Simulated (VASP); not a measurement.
Here is the system:

```yaml
crystal:
  lattice:
    - [0.00000, 2.90450, 2.90450]
    - [2.90450, 0.00000, 2.90450]
    - [2.90450, 2.90450, 0.00000]
  atoms:
    - { symbol: Pb, position: [0.00000, 0.00000, 0.00000] }
    - { symbol: S, position: [0.50000, 0.50000, 0.50000] }
```

Calculation: PBE GGA with D3 dispersion (Becke-Johnson damping), VASP's PBE PAW potentials (set 64) (plane waves; VASP). Numerical set-up: 520 eV cut-off, 8×8×8 Γ-centred mesh, Gaussian smearing of 0.050 eV, potentials Pb_d S.

Q: Give the stress tensor in GPa (positive for a compressed cell).

A: 
```
4.12  0.00  0.00
0.00  4.12  0.00
0.00  0.00  4.12
```
The pressure is its mean diagonal, 4.12 GPa.

The compound is PbS in the rock salt structure. This cell is one point of a volume scan, at 0.94 of the reference volume.
